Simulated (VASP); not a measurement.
OSZICAR of a VASP run on Au (fcc):

OSZICAR:
```
       N       E                     dE             d eps       ncg     rms          rms(c)
DAV:   1     0.312412025413E+02    0.31241E+02   -0.50308E+03  2264   0.862E+02
DAV:   2    -0.323711253512E+01   -0.34478E+02   -0.32131E+02  1926   0.169E+02
DAV:   3    -0.348050943715E+01   -0.24340E+00   -0.24328E+00  2288   0.149E+01
DAV:   4    -0.348117284648E+01   -0.66341E-03   -0.66340E-03  2023   0.829E-01
DAV:   5    -0.348117779304E+01   -0.49466E-05   -0.49466E-05  2150   0.700E-02    0.805E+00
DAV:   6    -0.323611046080E+01    0.24507E+00   -0.83176E-01  1917   0.882E+00    0.523E+00
DAV:   7    -0.321982216017E+01    0.16288E-01   -0.67697E-02  2018   0.250E+00    0.262E+00
DAV:   8    -0.321793513633E+01    0.18870E-02   -0.13586E-03  1991   0.370E-01    0.228E-01
DAV:   9    -0.321792567714E+01    0.94592E-05   -0.69447E-06  2052   0.290E-02    0.300E-02
DAV:  10    -0.321793185555E+01   -0.61784E-05   -0.30707E-06  2045   0.223E-02    0.426E-03
DAV:  11    -0.321793185043E+01    0.51297E-08   -0.49081E-08   979   0.216E-03
   1 F= -.32179319E+01 E0= -.32181431E+01  d E =-.321793E+01
       N       E                     dE             d eps       ncg     rms          rms(c)
DAV:   1    -0.321823117726E+01   -0.29932E-03   -0.61859E-03  1908   0.874E-01    0.105E-01
DAV:   2    -0.321794256824E+01    0.28861E-03   -0.10150E-03  1889   0.305E-01    0.412E-02
DAV:   3    -0.321793005338E+01    0.12515E-04   -0.52550E-05  1950   0.660E-02    0.312E-02
DAV:   4    -0.321792831681E+01    0.17366E-05   -0.20392E-06  2011   0.115E-02    0.524E-04
DAV:   5    -0.321792825375E+01    0.63059E-07   -0.36029E-08   939   0.184E-03
   2 F= -.32179283E+01 E0= -.32181365E+01  d E =0.359667E-05
       N       E                     dE             d eps       ncg     rms          rms(c)
DAV:   1    -0.321802928148E+01   -0.10096E-03   -0.19466E-03  1906   0.490E-01    0.589E-02
DAV:   2    -0.321793644695E+01    0.92835E-04   -0.31932E-04  1887   0.171E-01    0.229E-02
DAV:   3    -0.321793377394E+01    0.26730E-05   -0.16717E-05  1899   0.372E-02    0.174E-02
DAV:   4    -0.321793480231E+01   -0.10284E-05   -0.64780E-07  1709   0.655E-03    0.431E-04
DAV:   5    -0.321793483353E+01   -0.31217E-07   -0.16936E-08   936   0.124E-03
   3 F= -.32179348E+01 E0= -.32181448E+01  d E =-.298310E-05
```

Problem. Which electronic solver shows in the log?

Solution. It is blocked Davidson (ALGO = Normal, or the opening steps of other solvers). The INCAR had ALGO = Normal.

Problem. Can the final energy be trusted as converged?

Solution. The run converged. It stopped with EDIFF = 1E-6, NELM = 100, NSW = 60 and EDIFFG = -0.01 after 3 ionic steps (PBE GGA, plane waves, VASP's PBE PAW potentials (set 64)).

The compound is Au in the fcc structure. This run relaxes it. Symmetry was kept, so distortions that lower it aren't found. The start is the result of an earlier pass.
